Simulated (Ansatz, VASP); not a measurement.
# Cross-check of ZnO (zincite) between VASP and Ansatz, part 3 of 3

One calculation is typed for both programs; each brings its own data sets. How far apart do they land? The cell is taken from a series of runs on this material, whose earlier steps may have relaxed, scaled, displaced or heated it; both programs get it as it stands.

VASP 6.6.1 and Ansatz 0.2.0.

So far: The starting structure; Ansatz: zone-centre phonons, LDA; VASP: zone-centre phonons, LDA.

**3. VASP: zone-centre phonons, LDA (continued)**

Level of this step: LDA; plane waves and PAW (O, Zn) (VASP).

Numbers of over 12 decimals in the logs are rounded to 6 here.

OUTCAR, selected parts (step 3):

```text
ion  position               nearest neighbor table
   1  0.667  0.333  0.379-   3 1.93   3 1.93   3 1.93   4 1.94
   2  0.333  0.667  0.879-   4 1.93   4 1.93   4 1.93   3 1.94
   3  0.333  0.667  0.500-   1 1.93   1 1.93   1 1.93   2 1.94
   4  0.667  0.333  0.000-   2 1.93   2 1.93   2 1.93   1 1.94

  LATTYP: Found a hexagonal cell.
 ALAT       =     3.1656943098
 C/A-ratio  =     1.6170260560

 Subroutine GETGRP returns: Found 12 space group operations
 (whereof  6 operations were pure point group operations)

The static configuration has the point symmetry C_3v.
 The point group associated with its full space group is C_6v.

 Found    162 irreducible k-points:

   k-points           NKPTS =    162   k-points in BZ     NKDIM =    162   number of bands    NBANDS=     24

   dimension x,y,z NGX =    28 NGY =   28 NGZ =   42
   dimension x,y,z NGXF=    56 NGYF=   56 NGZF=   84

   ENCUT  =  600.0 eV  44.10 Ry    6.64 a.u.   6.32  6.32 10.22*2*pi/ulx,y,z

   NELECT =      36.0000    total number of electrons

 k-points in reciprocal lattice and weights: Automatic mesh
   0.00000000  0.00000000  0.00000000       0.000
   0.06666667  0.00000000  0.00000000       0.003
   0.13333333 -0.00000000  0.00000000       0.003
   0.20000000 -0.00000000  0.00000000       0.003
   0.26666667 -0.00000000  0.00000000       0.003
   0.33333333 -0.00000000  0.00000000       0.003
   0.40000000 -0.00000000  0.00000000       0.003
   0.46666667 -0.00000000  0.00000000       0.003
   0.06666667  0.06666667  0.00000000       0.003
[...]
-1.582847155  2.741571693  0.000000000     0.000000000  0.364754277  0.000000000
     0.000000000  0.000000000  5.119010184     0.000000000  0.000000000  0.195350266

 POSITION                                       TOTAL-FORCE (eV/Angst)
 -----------------------------------------------------------------------------------
      1.58285      0.91386      1.93839        -0.000000      0.000000     -0.001678
     -0.00000      1.82771      4.49790         0.000000     -0.000000     -0.001678
     -0.00000      1.82771      2.56127         0.000000      0.000000      0.001678
      1.58285      0.91386      0.00176        -0.000000     -0.000000      0.001678
 -----------------------------------------------------------------------------------
    total drift:                               -0.000000     -0.000000      0.000046

 MACROSCOPIC STATIC DIELECTRIC TENSOR (including local field effects in DFT)
 ------------------------------------------------------
           4.985282    -0.000000     0.000000
          -0.000000     4.985282     0.000000
           0.000000     0.000000     5.000753
 ------------------------------------------------------

 PIEZOELECTRIC TENSOR (including local field effects)  for field in x, y, z        (C/m^2)
          XX          YY          ZZ          XY          YZ          ZX
  --------------------------------------------------------------------------------
  x    -0.00000     0.00000     0.00000     0.00000     0.00000     0.40331
  y    -0.00000     0.00000     0.00000    -0.00000     0.40331     0.00000
  z     0.37263     0.37263    -0.76124     0.00000     0.00000     0.00000

 BORN EFFECTIVE CHARGES (including local field effects) (in |e|, cummulative output)
 ---------------------------------------------------------------------------------
 ion    1
    1    -2.05943     0.00000     0.00000
    2     0.00000    -2.05943     0.00000
    3     0.00000     0.00000    -2.11622
 ion    2
    1    -2.05943    -0.00000     0.00000
    2     0.00000    -2.05943     0.00000
    3     0.00000     0.00000    -2.11622
 ion    3
    1     2.05943     0.00000     0.00000
    2     0.00000     2.05943     0.00000
    3     0.00000     0.00000     2.11622
 ion    4
    1     2.05943     0.00000     0.00000
    2     0.00000     2.05943     0.00000
    3     0.00000     0.00000     2.11622

 Eigenvectors and eigenvalues of the dynamical matrix
 ----------------------------------------------------

   1 f  =   17.305495 THz   108.733634 2PiTHz  577.249189 cm-1    71.569746 meV
             X         Y         Z           dx          dy          dz
      1.582847  0.913857  1.938393     0.000000   -0.000000    0.698210
     -0.000000  1.827714  4.497898    -0.000000    0.000000   -0.698210
     -0.000000  1.827714  2.561268    -0.000000    0.000000    0.111813
      1.582847  0.913857  0.001763     0.000000   -0.000000   -0.111813

   2 f  =   14.115226 THz    88.688583 2PiTHz  470.833270 cm-1    58.375859 meV
             X         Y         Z           dx          dy          dz
      1.582847  0.913857  1.938393     0.649686    0.000082   -0.000000
     -0.000000  1.827714  4.497898    -0.649686   -0.000082   -0.000000
     -0.000000  1.827714  2.561268    -0.279121   -0.000035   -0.000000
      1.582847  0.913857  0.001763     0.279121    0.000035    0.000000

   3 f  =   14.115226 THz    88.688583 2PiTHz  470.833270 cm-1    58.375859 meV
             X         Y         Z           dx          dy          dz
      1.582847  0.913857  1.938393     0.000082   -0.649686    0.000000
     -0.000000  1.827714  4.497898    -0.000082    0.649686    0.000000
     -0.000000  1.827714  2.561268    -0.000035    0.279121   -0.000000
      1.582847  0.913857  0.001763     0.000035   -0.279121   -0.000000

   4 f  =   13.079973 THz    82.183895 2PiTHz  436.300943 cm-1    54.094398 meV
             X         Y         Z           dx          dy          dz
      1.582847  0.913857  1.938393     0.633796    0.000048    0.000000
     -0.000000  1.827714  4.497898     0.633796    0.000048    0.000000
     -0.000000  1.827714  2.561268    -0.313533   -0.000024   -0.000000
      1.582847  0.913857  0.001763    -0.313533   -0.000024   -0.000000

   5 f  =   13.079973 THz    82.183895 2PiTHz  436.300943 cm-1    54.094398 meV
             X         Y         Z           dx          dy          dz
      1.582847  0.913857  1.938393    -0.000048    0.633796    0.000000
     -0.000000  1.827714  4.497898    -0.000048    0.633796    0.000000
     -0.000000  1.827714  2.561268     0.000024   -0.313533   -0.000000
      1.582847  0.913857  0.001763     0.000024   -0.313533   -0.000000

   6 f  =   12.537753 THz    78.777029 2PiTHz  418.214440 cm-1    51.851959 meV
             X         Y         Z           dx          dy          dz
      1.582847  0.913857  1.938393     0.000000    0.000000   -0.633876
     -0.000000  1.827714  4.497898     0.000000    0.000000   -0.633876
     -0.000000  1.827714  2.561268    -0.000000   -0.000000    0.313372
      1.582847  0.913857  0.001763    -0.000000   -0.000000    0.313372

   7 f  =    8.041113 THz    50.523803 2PiTHz  268.222660 cm-1    33.255356 meV
             X         Y         Z           dx          dy          dz
      1.582847  0.913857  1.938393     0.000000   -0.000000    0.111813
     -0.000000  1.827714  4.497898     0.000000   -0.000000   -0.111813
     -0.000000  1.827714  2.561268    -0.000000    0.000000   -0.698210
      1.582847  0.913857  0.001763     0.000000   -0.000000    0.698210

   8 f  =    2.548756 THz    16.014306 2PiTHz   85.017346 cm-1    10.540803 meV
             X         Y         Z           dx          dy          dz
      1.582847  0.913857  1.938393    -0.279121    0.000298   -0.000000
     -0.000000  1.827714  4.497898     0.279121   -0.000298   -0.000000
     -0.000000  1.827714  2.561268    -0.649685    0.000695   -0.000000
      1.582847  0.913857  0.001763     0.649685   -0.000695   -0.000000

   9 f  =    2.548756 THz    16.014306 2PiTHz   85.017346 cm-1    10.540803 meV
             X         Y         Z           dx          dy          dz
      1.582847  0.913857  1.938393    -0.000298   -0.279121   -0.000000
     -0.000000  1.827714  4.497898     0.000298    0.279121   -0.000000
     -0.000000  1.827714  2.561268    -0.000695   -0.649685   -0.000000
      1.582847  0.913857  0.001763     0.000695    0.649685   -0.000000

  10 f/i=    0.000356 THz     0.002234 2PiTHz    0.011859 cm-1     0.001470 meV
             X         Y         Z           dx          dy          dz
      1.582847  0.913857  1.938393     0.298634    0.095504   -0.000000
     -0.000000  1.827714  4.497898     0.298634    0.095504   -0.000000
     -0.000000  1.827714  2.561268     0.603677    0.193057   -0.000000
      1.582847  0.913857  0.001763     0.603677    0.193057   -0.000000

  11 f/i=    0.000356 THz     0.002234 2PiTHz    0.011859 cm-1     0.001470 meV
             X         Y         Z           dx          dy          dz
      1.582847  0.913857  1.938393    -0.095504    0.298634   -0.000000
     -0.000000  1.827714  4.497898    -0.095504    0.298634   -0.000000
     -0.000000  1.827714  2.561268    -0.193057    0.603677   -0.000000
      1.582847  0.913857  0.001763    -0.193057    0.603677   -0.000000

  12 f/i=    0.002855 THz     0.017938 2PiTHz    0.095228 cm-1     0.011807 meV
             X         Y         Z           dx          dy          dz
      1.582847  0.913857  1.938393     0.000000    0.000000    0.313372
     -0.000000  1.827714  4.497898     0.000000    0.000000    0.313372
     -0.000000  1.827714  2.561268     0.000000    0.000000    0.633876
      1.582847  0.913857  0.001763     0.000000    0.000000    0.633876

 MACROSCOPIC STATIC DIELECTRIC TENSOR IONIC CONTRIBUTION
 ------------------------------------------------------
           3.839235     0.000000    -0.000000
           0.000000     3.839235    -0.000000
          -0.000000    -0.000000     4.413843
 ------------------------------------------------------

 ELASTIC MODULI CONTR FROM IONIC RELAXATION (kBar)
 Direction    XX          YY          ZZ          XY          YZ          ZX
 --------------------------------------------------------------------------------
 XX       -1001.6799    373.2686    613.9950      0.0000     -0.0000     -0.0000
 YY         373.2686  -1001.6799    613.9950     -0.0000      0.0000      0.0000
 ZZ         613.9950    613.9950  -1199.8187      0.0000     -0.0000     -0.0000
 XY           0.0000     -0.0000      0.0000   -687.4743      0.0000     -0.0000
 YZ          -0.0000      0.0000     -0.0000      0.0000   -278.5315     -0.0000
 ZX          -0.0000      0.0000     -0.0000      0.0000     -0.0000   -275.5888
 --------------------------------------------------------------------------------

 PIEZOELECTRIC TENSOR IONIC CONTR  for field in x, y, z        (C/m^2)
          XX          YY          ZZ          XY          YZ          ZX
  --------------------------------------------------------------------------------
  x    -0.00000     0.00000    -0.00000    -0.00000    -0.00000    -0.96789
  y    -0.00000     0.00000    -0.00000     0.00000    -0.97304    -0.00000
  z    -1.10812    -1.10812     2.16540    -0.00000     0.00000     0.00000
```

The gap is read on the k-mesh alone, so it is an upper bound where the band edges lie off the mesh. With a direct gap this small, the dielectric response converges slowly with the mesh, so tensor and charges are uncertain; a mesh that holds the point of the least gap tends to give too large a tensor.

**4. Side by side**

Known differences besides the potentials themselves: the two LDA forms differ slightly; fixed occupations in Ansatz, narrow Gaussian smearing in VASP; VASP's response is taken on the typed mesh, Ansatz refines its own for the field response alone; the cutoff is 420 eV in Ansatz and 600 eV in VASP; VASP's log shows a relativistic correction to its local exchange, Ansatz's none; VASP's log repeats an internal error in its field response. Total energies have different zeros and are not compared.

The two programs side by side:

| quantity | Ansatz | VASP | difference |
| --- | --- | --- | --- |
| ε∞ xx | 5.00 | 4.99 | +0.23 % |
| ε∞ yy | 5.00 | 4.99 | +0.23 % |
| ε∞ zz | 5.05 | 5.00 | +1.00 % |
| Born charge of O1 (mean of the diagonal) (e) | -2.09 | -2.08 | -0.01 |
| Born charge of Zn3 (mean of the diagonal) (e) | 2.09 | 2.08 | +0.01 |
| optical mode 1 to 2 (cm⁻¹) | 86.1 | 85.0 | +1.30 % |
| optical mode 3 (cm⁻¹) | 265.6 | 268.2 | -0.98 % |
| optical mode 4 (cm⁻¹) | 406.9 | 418.2 | -2.71 % |
| optical mode 5 to 6 (cm⁻¹) | 424.9 | 436.3 | -2.61 % |
| optical mode 7 to 8 (cm⁻¹) | 458.8 | 470.8 | -2.57 % |
| optical mode 9 (cm⁻¹) | 568.8 | 577.2 | -1.46 % |

Modes are paired by rising frequency, not by their patterns, so a pair may set unlike modes beside each other; they are those without the splitting of longitudinal modes.

**5. What came out**

| Property | Result |
| --- | --- |
| r.m.s. difference of the optical zone-centre modes, each program's sorted by frequency (zone-centre phonons, LDA) | 9.2 cm⁻¹ |
| difference in optical mode 4 (zone-centre phonons, LDA) | -2.7 % |

What this shows: The r.m.s. difference of the optical zone-centre modes, each program's sorted by frequency is 9.2 cm⁻¹ (zone-centre phonons, LDA). Among the rows given in per cent, the largest difference of the zone-centre phonons, LDA pair is in optical mode 4, -2.7 %. Such differences can come from data sets, numerical settings and the points named under the comparisons, not from the functional's error against experiment.

[Lines on the potential files, build, host, timing and source positions are cut from VASP's logs without a mark.]

[Logs are printed without paths, hosts, clocks, repeated set-up lines and the standing remarks that a program may print on its own settings, such as how far it seeks lower states.]

[Hosts, paths, dates, database ids (printed as entryN), source tags and the programs' standing remarks are cut or masked in the printed files.]
